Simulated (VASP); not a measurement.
Level of theory: PBE GGA, VASP's PBE PAW potentials (set 64) (plane waves; VASP 6.6.1).

VASP ran on this input.

**KPOINTS**
```
Automatic mesh
0
Gamma
12 12 12
0 0 0
```

### POSCAR
```
CrAl
1.0
  0.0000000000   2.4551958620   2.4551958620
  2.4551958620   0.0000000000   2.4551958620
  2.4551958620   2.4551958620   0.0000000000
Cr Al
1 1
Cart
  2.4551958620   0.0000000000   2.4551958620
  2.4551958620   2.4551958620   2.4551958620
```

INCAR:
```
ALGO = Normal
EDIFF = 1E-6
EDIFFG = -0.01
ENCUT = 400
GGA = PE
IBRION = 2
ISIF = 3
ISMEAR = 1
LASPH = T
LCHARG = F
LMAXMIX = 4
LREAL = F
LWAVE = F
NELM = 100
NSW = 60
PREC = Accurate
SIGMA = 0.1
SYSTEM = CrAl
```

POTCAR, in this order: Cr_pv Al (PBE.64 set). Program: vasp_std.

The resulting files:

File OUTCAR:
```
 ion  position               nearest neighbor table
   1  0.000  0.000  0.000-   2 2.46   2 2.46   2 2.46   2 2.46   2 2.46   2 2.46
   2  0.500  0.500  0.500-   1 2.46   1 2.46   1 2.46   1 2.46   1 2.46   1 2.46
  LATTYP: Found a face centered cubic cell.
 ALAT       =     4.9103917240
 Subroutine PRICEL returns:
 Original cell was already a primitive cell.
 Subroutine GETGRP returns: Found 48 space group operations
The static configuration has the point symmetry O_h .
The dynamic configuration has the point symmetry O_h .
 Subroutine INISYM returns: Found 48 space group operations
 Subroutine IBZKPT returns following result:
 Found     72 irreducible k-points:

 Following reciprocal coordinates:
            Coordinates               Weight
  0.000000  0.000000  0.000000      1.000000
  0.083333  0.000000  0.000000      8.000000
  0.166667  0.000000  0.000000      8.000000
  0.250000  0.000000  0.000000      8.000000
  0.333333  0.000000  0.000000      8.000000
  0.416667  0.000000  0.000000      8.000000
  0.500000  0.000000  0.000000      4.000000
  0.083333  0.083333  0.000000      6.000000
  0.166667  0.083333  0.000000     24.000000
  0.250000  0.083333  0.000000     24.000000
  0.333333  0.083333  0.000000     24.000000
  0.416667  0.083333  0.000000     24.000000
  0.500000  0.083333  0.000000     24.000000
 -0.416667  0.083333  0.000000     24.000000
 -0.333333  0.083333  0.000000     24.000000
 -0.250000  0.083333  0.000000     24.000000
 -0.166667  0.083333  0.000000     24.000000
 -0.083333  0.083333  0.000000     12.000000
  0.166667  0.166667  0.000000      6.000000
  0.250000  0.166667  0.000000     24.000000
  0.333333  0.166667  0.000000     24.000000
  0.416667  0.166667  0.000000     24.000000
  0.500000  0.166667  0.000000     24.000000
 -0.416667  0.166667  0.000000     24.000000
...
```

OSZICAR:
```
       N       E                     dE             d eps       ncg     rms          rms(c)
DAV:   1     0.749240976092E+02    0.74924E+02   -0.72473E+03  1672   0.108E+03
DAV:   2    -0.108464146627E+02   -0.85771E+02   -0.82605E+02  1635   0.293E+02
DAV:   3    -0.136380414768E+02   -0.27916E+01   -0.25844E+01  1932   0.549E+01
DAV:   4    -0.137026597894E+02   -0.64618E-01   -0.63970E-01  2147   0.726E+00
DAV:   5    -0.137042883710E+02   -0.16286E-02   -0.16283E-02  2051   0.897E-01    0.130E+01
DAV:   6    -0.140953101594E+02   -0.39102E+00   -0.42432E+01  1682   0.737E+01    0.128E+01
DAV:   7    -0.117084862712E+02    0.23868E+01   -0.12685E+01  1632   0.445E+01    0.188E+00
DAV:   8    -0.117216644525E+02   -0.13178E-01   -0.14834E-01  1667   0.302E+00    0.119E+00
DAV:   9    -0.117225273740E+02   -0.86292E-03   -0.15497E-02  1912   0.123E+00    0.259E-01
DAV:  10    -0.117218229114E+02    0.70446E-03   -0.29008E-03  1815   0.665E-01    0.760E-02
DAV:  11    -0.117218144828E+02    0.84286E-05   -0.15857E-04  1994   0.975E-02    0.927E-03
DAV:  12    -0.117218138603E+02    0.62249E-06   -0.49801E-06  2037   0.211E-02
   1 F= -.11721814E+02 E0= -.11721154E+02  d E =-.117218E+02
       N       E                     dE             d eps       ncg     rms          rms(c)
DAV:   1    -0.117574271713E+02   -0.35613E-01   -0.48724E-01  1649   0.115E+01    0.167E+00
DAV:   2    -0.117594976769E+02   -0.20705E-02   -0.65391E-01  1695   0.983E+00    0.153E+00
DAV:   3    -0.117222929932E+02    0.37205E-01   -0.17497E-01  1683   0.520E+00    0.165E-01
DAV:   4    -0.117219345216E+02    0.35847E-03   -0.24153E-03  1611   0.364E-01    0.353E-02
DAV:   5    -0.117219222273E+02    0.12294E-04   -0.74129E-05  1813   0.107E-01    0.127E-02
DAV:   6    -0.117219226437E+02   -0.41640E-06   -0.17491E-06  1558   0.140E-02
   2 F= -.11721923E+02 E0= -.11721261E+02  d E =-.108783E-03
       N       E                     dE             d eps       ncg     rms          rms(c)
DAV:   1    -0.117297289682E+02   -0.78067E-02   -0.10367E-01  1646   0.533E+00    0.766E-01
DAV:   2    -0.117304455728E+02   -0.71660E-03   -0.13936E-01  1718   0.458E+00    0.717E-01
DAV:   3    -0.117222250640E+02    0.82205E-02   -0.37985E-02  1712   0.239E+00    0.721E-02
DAV:   4    -0.117221571775E+02    0.67887E-04   -0.52348E-04  1608   0.161E-01    0.229E-02
DAV:   5    -0.117221508639E+02    0.63135E-05   -0.27607E-05  1763   0.674E-02    0.603E-03
DAV:   6    -0.117221511015E+02   -0.23752E-06   -0.84937E-07  1023   0.844E-03
   3 F= -.11722151E+02 E0= -.11721490E+02  d E =-.337241E-03
```

### OUTCAR
```
------------------------ aborting loop because EDIFF is reached ----------------------------------------
  FORCE on cell =-STRESS in cart. coord.  units (eV):
  Direction    XX          YY          ZZ          XY          YZ          ZX
  --------------------------------------------------------------------------------------
  Total       -0.0110463     -0.0110463     -0.0110463     -0.0000000     -0.0000000     -0.0000000
  in kB       -0.6012060     -0.6012060     -0.6012060     -0.0000000     -0.0000000     -0.0000000
  external PRESSURE =      -0.6012060 kB  Pullay stress =       0.0000000 kB
  volume of cell :       29.44
      direct lattice vectors                 reciprocal lattice vectors
    -0.000000000  2.450704924  2.450704924    -0.204022930  0.204022930  0.204022930
     2.450704924  0.000000000  2.450704924     0.204022930 -0.204022930  0.204022930
     2.450704924  2.450704924 -0.000000000     0.204022930  0.204022930 -0.204022930
 POSITION                                       TOTAL-FORCE (eV/Angst)
 -----------------------------------------------------------------------------------
      0.00000      0.00000      0.00000         0.000000      0.000000     -0.000000
      2.45070      2.45070      2.45070        -0.000000     -0.000000      0.000000
 -----------------------------------------------------------------------------------
    total drift:                                0.000000     -0.000000     -0.000000
  FREE ENERGIE OF THE ION-ELECTRON SYSTEM (eV)
  ---------------------------------------------------
  free  energy   TOTEN  =       -11.7221511015 eV

  energy  without entropy=      -11.7201687992  energy(sigma->0) =      -11.72149033

 reached required accuracy - stopping structural energy minimisation
```
(Selected blocks of OUTCAR.)

CONTCAR:
```
CrAl
   1.00000000000000
    -0.0000000000000000    2.4507049238315330    2.4507049238315330
     2.4507049238315330    0.0000000000000000    2.4507049238315330
     2.4507049238315330    2.4507049238315330   -0.0000000000000000
  Cr              Al
     1     1
Direct
     0.0000000000000000    0.0000000000000000    0.0000000000000000
     0.5000000000000000    0.5000000000000000    0.5000000000000000
```

The structure was generated: CrAl was put into the rock salt type (Fm-3m), which need not be its known phase. This run relaxes it. Symmetry was kept, so distortions that lower it aren't found. The start is the result of an earlier pass. The run is not spin-polarised, so no magnetic state was tried. The electron count is odd and the run is not spin-polarised, which forces a metal.
